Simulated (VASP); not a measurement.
Calculation: PBEsol GGA, VASP's PBE PAW potentials (set 64) (plane waves; VASP).

A VASP calculation is set up with these files.

KPOINTS:
```
Automatic mesh
0
Gamma
4 4 4
0 0 0
```

POSCAR:
```
CsPbCl3
1
    5.6204759821     0.0000000000     0.0000000000
   -0.0000000000     5.6204759821    -0.0000000000
    0.0000000000    -0.0000000000     5.6204759821
Cs Pb Cl
1 1 3
Direct
  0.0000000000   0.0000000000   0.0000000000
  0.5000000000   0.5000000000   0.5000000000
  0.5000000000   0.0000000000   0.5000000000
  0.0000000000   0.5000000000   0.5000000000
  0.5000000000   0.5000000000   0.0000000000
```

### INCAR
```
SYSTEM = CsPbCl3
PREC = Accurate
ENCUT = 400
EDIFF = 1E-8
NELM = 100
ALGO = Normal
LREAL = .FALSE.
LASPH = .TRUE.
ISMEAR = 0
SIGMA = 0.01
GGA = PS
LMAXMIX = 4
LWAVE = .FALSE.
LCHARG = .FALSE.
IBRION = 8
NSW = 1
LEPSILON = .TRUE.
```

POTCAR, in this order: Cs_sv Pb_d Cl (PBE.64 set). Program: vasp_std.

The resulting files:

**OSZICAR**
```
...
RMM:   9    -0.199440198663E+01    0.25886E-04   -0.64837E-05  1652   0.338E-02    0.935E-03
RMM:  10    -0.199446554302E+01   -0.63556E-04   -0.95893E-06  1538   0.151E-02    0.170E-03
RMM:  11    -0.199451599016E+01   -0.50447E-04   -0.20663E-06  1607   0.620E-03    0.301E-04
RMM:  12    -0.199451171792E+01    0.42722E-05   -0.19074E-06  1654   0.281E-03    0.125E-04
RMM:  13    -0.199451254442E+01   -0.82650E-06   -0.25454E-06  1564   0.151E-03    0.415E-05
RMM:  14    -0.199451166270E+01    0.88173E-06   -0.17278E-06  1508   0.106E-03    0.326E-05
RMM:  15    -0.199451193883E+01   -0.27614E-06   -0.83478E-07  1377   0.878E-04    0.265E-05
RMM:  16    -0.199451142268E+01    0.51616E-06   -0.53942E-07  1276   0.817E-04    0.156E-05
RMM:  17    -0.199451133478E+01    0.87893E-07    0.71030E-07  1312   0.808E-04    0.734E-06
 Linear response DOF=           4
 Linear response progress:
  Degree of freedom:   1/  4
       N       E                     dE             d eps       ncg     rms          rms(c)
RMM:   1    -0.192234888826E+00   -0.19223E+00    0.94844E-02  1754   0.943E-01
RMM:   2    -0.194722215036E+00   -0.24873E-02   -0.40161E-03  1554   0.220E-01    0.219E-02
RMM:   3    -0.194955611710E+00   -0.23340E-03   -0.41387E-04  1596   0.800E-02    0.812E-03
RMM:   4    -0.195004936421E+00   -0.49325E-04   -0.44892E-05  1617   0.266E-02    0.355E-03
RMM:   5    -0.195034455667E+00   -0.29519E-04   -0.61048E-06  1587   0.109E-02    0.146E-03
RMM:   6    -0.195041779613E+00   -0.73239E-05   -0.11629E-06  1621   0.461E-03    0.604E-04
RMM:   7    -0.195035235355E+00    0.65443E-05   -0.18802E-07  1602   0.176E-03    0.141E-04
RMM:   8    -0.195035716414E+00   -0.48106E-06   -0.10923E-07  1618   0.789E-04    0.847E-05
RMM:   9    -0.195035432276E+00    0.28414E-06   -0.10161E-07  1671   0.460E-04    0.252E-05
RMM:  10    -0.195035213694E+00    0.21858E-06   -0.98261E-08  1512   0.268E-04    0.778E-06
RMM:  11    -0.195035231147E+00   -0.17453E-07   -0.10144E-07  1737   0.211E-04    0.461E-06
RMM:  12    -0.195035242296E+00   -0.11149E-07   -0.10256E-07  1650   0.181E-04    0.189E-06
RMM:  13    -0.195035222243E+00    0.20053E-07   -0.10364E-07  1733   0.171E-04    0.785E-07
RMM:  14    -0.195035222248E+00   -0.44351E-11   -0.10059E-07  1590   0.167E-04    0.381E-07
RMM:  15    -0.195035223649E+00   -0.14016E-08   -0.98930E-08  1515   0.165E-04    0.128E-07
 Linear response progress:
  Degree of freedom:   2/  4
       N       E                     dE             d eps       ncg     rms          rms(c)
RMM:   1    -0.340543814860E+00   -0.34054E+00   -0.21487E-01  1431   0.388E+00
RMM:   2    -0.341874240730E+00   -0.13304E-02   -0.10411E-02  1398   0.717E-01    0.101E-01
RMM:   3    -0.341591221765E+00    0.28302E-03   -0.79161E-04  1506   0.178E-01    0.689E-02
RMM:   4    -0.341101274933E+00    0.48995E-03   -0.10211E-04  1468   0.636E-02    0.763E-03
RMM:   5    -0.341096829913E+00    0.44450E-05   -0.11899E-05  1554   0.215E-02    0.372E-03
RMM:   6    -0.341147262907E+00   -0.50433E-04   -0.40913E-06  1555   0.106E-02    0.120E-03
RMM:   7    -0.341145517874E+00    0.17450E-05   -0.41505E-07  1537   0.347E-03    0.691E-04
RMM:   8    -0.341153299712E+00   -0.77818E-05   -0.22944E-07  1576   0.220E-03    0.408E-04
RMM:   9    -0.341151631082E+00    0.16686E-05   -0.60357E-08  1513   0.887E-04    0.137E-04
RMM:  10    -0.341151836757E+00   -0.20567E-06   -0.34688E-08  1637   0.514E-04    0.321E-05
RMM:  11    -0.341151628957E+00    0.20780E-06   -0.11074E-08  1589   0.304E-04    0.481E-05
RMM:  12    -0.341151670960E+00   -0.42003E-07   -0.58156E-09  1628   0.230E-04    0.900E-06
RMM:  13    -0.341151672739E+00   -0.17792E-08   -0.12358E-08  1746   0.176E-04    0.700E-06
 Linear response progress:
  Degree of freedom:   3/  4
       N       E                     dE             d eps       ncg     rms          rms(c)
RMM:   1    -0.204198834144E+00   -0.20420E+00   -0.13617E-02  2589   0.179E+00
RMM:   2    -0.201756162265E+00    0.24427E-02   -0.98030E-03  2216   0.447E-01    0.472E-02
RMM:   3    -0.202037614935E+00   -0.28145E-03   -0.17020E-03  2435   0.210E-01    0.231E-02
RMM:   4    -0.202284084120E+00   -0.24647E-03   -0.11770E-04  2247   0.546E-02    0.156E-02
RMM:   5    -0.202541922723E+00   -0.25784E-03   -0.51129E-05  2216   0.281E-02    0.777E-03
RMM:   6    -0.202454482570E+00    0.87440E-04   -0.68679E-06  2200   0.122E-02    0.180E-03
RMM:   7    -0.202476405053E+00   -0.21922E-04   -0.10682E-06  2314   0.508E-03    0.101E-03
RMM:   8    -0.202482318195E+00   -0.59131E-05   -0.24789E-07  2219   0.227E-03    0.383E-04
RMM:   9    -0.202486975043E+00   -0.46568E-05   -0.10914E-07  2283   0.134E-03    0.190E-04
RMM:  10    -0.202485989552E+00    0.98549E-06   -0.24579E-08  2481   0.587E-04    0.830E-05
RMM:  11    -0.202485111867E+00    0.87769E-06   -0.54806E-08  2525   0.381E-04    0.159E-05
RMM:  12    -0.202485110373E+00    0.14939E-08   -0.20139E-07  2613   0.274E-04    0.136E-05
RMM:  13    -0.202485120351E+00   -0.99780E-08   -0.77831E-08  2741   0.241E-04    0.683E-06
 Linear response progress:
  Degree of freedom:   4/  4
       N       E                     dE             d eps       ncg     rms          rms(c)
RMM:   1    -0.206743084886E+00   -0.20674E+00   -0.16059E-04  1765   0.190E+00
RMM:   2    -0.202396156932E+00    0.43469E-02   -0.65132E-03  1498   0.515E-01    0.149E-01
RMM:   3    -0.203060886846E+00   -0.66473E-03   -0.96439E-04  1507   0.186E-01    0.649E-02
RMM:   4    -0.203667787336E+00   -0.60690E-03   -0.25581E-04  1469   0.908E-02    0.115E-02
RMM:   5    -0.203692840812E+00   -0.25053E-04   -0.20665E-05  1611   0.262E-02    0.746E-03
RMM:   6    -0.203685222955E+00    0.76179E-05   -0.52100E-06  1495   0.112E-02    0.168E-03
RMM:   7    -0.203706603324E+00   -0.21380E-04   -0.78612E-07  1534   0.443E-03    0.131E-03
RMM:   8    -0.203714013852E+00   -0.74105E-05   -0.28196E-07  1531   0.222E-03    0.310E-04
RMM:   9    -0.203713254259E+00    0.75959E-06   -0.77305E-08  1625   0.933E-04    0.131E-04
RMM:  10    -0.203713769963E+00   -0.51570E-06   -0.54770E-08  1619   0.514E-04    0.579E-05
RMM:  11    -0.203713606578E+00    0.16338E-06    0.59531E-09  1725   0.323E-04    0.276E-05
RMM:  12    -0.203713552302E+00    0.54277E-07   -0.43367E-07  1742   0.250E-04    0.483E-06
RMM:  13    -0.203713555019E+00   -0.27180E-08   -0.48733E-07  1797   0.226E-04    0.185E-06
RMM:  14    -0.203713557989E+00   -0.29698E-08   -0.45377E-07  1837   0.218E-04    0.274E-06
RMM:  15    -0.203713547178E+00    0.10811E-07   -0.12819E-06  1712   0.215E-04    0.133E-06
RMM:  16    -0.203713546999E+00    0.17964E-09   -0.13713E-06  1660   0.214E-04    0.700E-07
RMM:  17    -0.203713547501E+00   -0.50282E-09   -0.13388E-06  1683   0.213E-04    0.948E-07
RMM:  18    -0.203713546888E+00    0.61342E-09   -0.13796E-06  1719   0.214E-04    0.278E-07
RMM:  19    -0.203713547136E+00   -0.24798E-09   -0.14065E-06  1737   0.213E-04    0.303E-07
RMM:  20    -0.203713546543E+00    0.59287E-09   -0.13585E-06  1699   0.213E-04    0.218E-07
RMM:  21    -0.203713546823E+00   -0.27977E-09   -0.14024E-06  1703   0.213E-04    0.226E-07
RMM:  22    -0.203713546916E+00   -0.92656E-10   -0.13885E-06  1726   0.213E-04    0.232E-07
RMM:  23    -0.203713546830E+00    0.85577E-10   -0.14896E-06  1724   0.213E-04    0.294E-07
RMM:  24    -0.203713546981E+00   -0.15122E-09   -0.15292E-06  1737   0.213E-04    0.242E-07
RMM:  25    -0.203713546828E+00    0.15293E-09   -0.15391E-06  1747   0.213E-04    0.303E-07
RMM:  26    -0.203713546926E+00   -0.97568E-10   -0.15614E-06  1753   0.213E-04    0.279E-07
 Linear response finished
```

### OUTCAR
```
------------------------ aborting loop because EDIFF is reached ----------------------------------------

 HEAD OF MICROSCOPIC STATIC DIELECTRIC TENSOR (INDEPENDENT PARTICLE, excluding Hartree and local field effects)
 ------------------------------------------------------
           5.160406    -0.000000    -0.000000
          -0.000000     5.160406    -0.000000
           0.000000    -0.000000     5.160406
 ------------------------------------------------------

 MACROSCOPIC STATIC DIELECTRIC TENSOR (including local field effects in DFT)
 ------------------------------------------------------
           4.790843     0.000000     0.000000
           0.000000     4.790843    -0.000000
           0.000000    -0.000000     4.790843
 ------------------------------------------------------

 PIEZOELECTRIC TENSOR (including local field effects)  for field in x, y, z        (e  Angst)
          XX          YY          ZZ          XY          YZ          ZX
  --------------------------------------------------------------------------------
  x     0.00000     0.00000     0.00000     0.00000     0.00000     0.00000
  y     0.00000     0.00000     0.00000     0.00000     0.00000     0.00000
  z     0.00000     0.00000     0.00000     0.00000     0.00000     0.00000

 PIEZOELECTRIC TENSOR (including local field effects)  for field in x, y, z        (C/m^2)
          XX          YY          ZZ          XY          YZ          ZX
  --------------------------------------------------------------------------------
  x     0.00000     0.00000     0.00000     0.00000     0.00000     0.00000
  y     0.00000     0.00000     0.00000     0.00000     0.00000     0.00000
  z     0.00000     0.00000     0.00000     0.00000     0.00000     0.00000

 BORN EFFECTIVE CHARGES (including local field effects) (in |e|, cummulative output)
 ---------------------------------------------------------------------------------
 ion    1
    1     1.44047     0.00000    -0.00000
    2     0.00000     1.44047    -0.00000
    3    -0.00000    -0.00000     1.44047
 ion    2
    1     4.02417    -0.00000     0.00000
    2    -0.00000     4.02417    -0.00000
    3    -0.00000    -0.00000     4.02417
 ion    3
    1    -0.49013     0.00000     0.00000
    2     0.00000    -4.48437     0.00000
    3     0.00000    -0.00000    -0.49013
 ion    4
    1    -4.48437     0.00000    -0.00000
    2     0.00000    -0.49013     0.00000
    3     0.00000    -0.00000    -0.49013
 ion    5
    1    -0.49013    -0.00000    -0.00000
    2     0.00000    -0.49013     0.00000
    3     0.00000    -0.00000    -4.48437

   1 f  =    3.926753 THz    24.672514 2PiTHz  130.982366 cm-1    16.239736 meV
             X         Y         Z           dx          dy          dz
      0.000000  0.000000  0.000000     0.016741   -0.000237    0.000000
      2.810238  2.810238  2.810238     0.364098   -0.005161    0.000000
      2.810238  0.000000  2.810238     0.013579    0.013197    0.000000
      0.000000  2.810238  2.810238    -0.930904   -0.000192   -0.000000
      2.810238  2.810238  0.000000     0.013579   -0.000192    0.000000

   2 f  =    3.926753 THz    24.672514 2PiTHz  130.982366 cm-1    16.239736 meV
             X         Y         Z           dx          dy          dz
      0.000000  0.000000  0.000000    -0.000000   -0.000000   -0.016743
      2.810238  2.810238  2.810238     0.000000   -0.000000   -0.364135
      2.810238  0.000000  2.810238    -0.000000    0.000000   -0.013580
      0.000000  2.810238  2.810238     0.000000   -0.000000   -0.013580
      2.810238  2.810238  0.000000    -0.000000   -0.000000    0.930998

   3 f  =    3.926753 THz    24.672514 2PiTHz  130.982366 cm-1    16.239736 meV
             X         Y         Z           dx          dy          dz
      0.000000  0.000000  0.000000     0.000237    0.016741    0.000000
      2.810238  2.810238  2.810238     0.005161    0.364098   -0.000000
      2.810238  0.000000  2.810238     0.000192   -0.930904   -0.000000
      0.000000  2.810238  2.810238    -0.013197    0.013579   -0.000000
      2.810238  2.810238  0.000000     0.000192    0.013579    0.000000

   4 f  =    1.340745 THz     8.424152 2PiTHz   44.722455 cm-1     5.544875 meV
             X         Y         Z           dx          dy          dz
      0.000000  0.000000  0.000000    -0.313012   -0.304061    0.028105
      2.810238  2.810238  2.810238     0.453566    0.440596   -0.040725
      2.810238  0.000000  2.810238    -0.301762    0.158307    0.027095
      0.000000  2.810238  2.810238     0.162967   -0.293133    0.027095
      2.810238  2.810238  0.000000    -0.301762   -0.293133   -0.014633

   5 f  =    1.340745 THz     8.424152 2PiTHz   44.722455 cm-1     5.544875 meV
             X         Y         Z           dx          dy          dz
      0.000000  0.000000  0.000000     0.305357   -0.311748    0.028106
      2.810238  2.810238  2.810238    -0.442473    0.451734   -0.040726
      2.810238  0.000000  2.810238     0.294382    0.162309    0.027095
      0.000000  2.810238  2.810238    -0.158982   -0.300543    0.027095
      2.810238  2.810238  0.000000     0.294382   -0.300543   -0.014633

   6 f  =    1.340745 THz     8.424152 2PiTHz   44.722455 cm-1     5.544875 meV
             X         Y         Z           dx          dy          dz
      0.000000  0.000000  0.000000    -0.000494   -0.039744   -0.435476
      2.810238  2.810238  2.810238     0.000716    0.057590    0.631021
      2.810238  0.000000  2.810238    -0.000476    0.020692   -0.419825
      0.000000  2.810238  2.810238     0.000257   -0.038315   -0.419825
      2.810238  2.810238  0.000000    -0.000476   -0.038315    0.226727

   7 f/i=    0.014806 THz     0.093027 2PiTHz    0.493864 cm-1     0.061231 meV
             X         Y         Z           dx          dy          dz
      0.000000  0.000000  0.000000     0.068318   -0.101903    0.562496
      2.810238  2.810238  2.810238     0.078723   -0.117423    0.648162
      2.810238  0.000000  2.810238     0.032633   -0.049179    0.268682
      0.000000  2.810238  2.810238     0.032971   -0.048675    0.268682
      2.810238  2.810238  0.000000     0.032633   -0.048675    0.271465

   8 f/i=    0.014806 THz     0.093027 2PiTHz    0.493864 cm-1     0.061231 meV
...
```
(Selected blocks of OUTCAR.)

**OUTCAR**
```
 val. band max:        1.6100763544   @ k =   0.5000   0.5000   0.5000

 cond. band min:       3.4474297150   @ k =   0.5000   0.5000   0.5000


 Fermi energy:         1.7021799054

 k-point     1 :       0.0000    0.0000    0.0000
  band No.  band energies     occupation
      1     -19.6922      2.00000
      2     -15.1307      2.00000
      3     -15.1307      2.00000
      4     -14.8895      2.00000
      5     -14.8895      2.00000
      6     -14.8895      2.00000
      7     -13.4611      2.00000
      8     -12.5872      2.00000
      9     -12.5872      2.00000
     10      -6.4763      2.00000
     11      -6.4763      2.00000
     12      -6.4763      2.00000
     13      -5.0719      2.00000
     14      -3.0264      2.00000
     15      -3.0264      2.00000
     16      -3.0264      2.00000
     17      -0.9627      2.00000
     18      -0.9627      2.00000
     19      -0.9627      2.00000
     20      -0.8575      2.00000
     21      -0.8575      2.00000
     22      -0.8575      2.00000
     23       4.8584      0.00000
     24       5.8718      0.00000
     25       5.8718      0.00000
     26       6.7681      0.00000

 k-point     2 :       0.2500    0.0000    0.0000
  band No.  band energies     occupation
      1     -19.6911      2.00000
      2     -15.1306      2.00000
      3     -15.0805      2.00000
      4     -14.8902      2.00000
      5     -14.8902      2.00000
      6     -14.8894      2.00000
      7     -13.3838      2.00000
      8     -12.7529      2.00000
      9     -12.5861      2.00000
     10      -6.4689      2.00000
     11      -6.4654      2.00000
     12      -6.4654      2.00000
     13      -5.6531      2.00000
     14      -2.9899      2.00000
     15      -2.9899      2.00000
     16      -2.0018      2.00000
     17      -1.0230      2.00000
     18      -1.0140      2.00000
     19      -1.0140      2.00000
     20      -0.9126      2.00000
     21      -0.9126      2.00000
     22      -0.7725      2.00000
...
```

The dielectric response may not be converged in the k-mesh; for small gaps it tends to come out too large. Unless said otherwise, spin-orbit coupling is left out, though it shifts the bands of the heavy elements here.

The compound is CsPbCl3 in the cubic perovskite structure, the ideal cubic form; the compound distorts at low or room temperature. It was relaxed first.
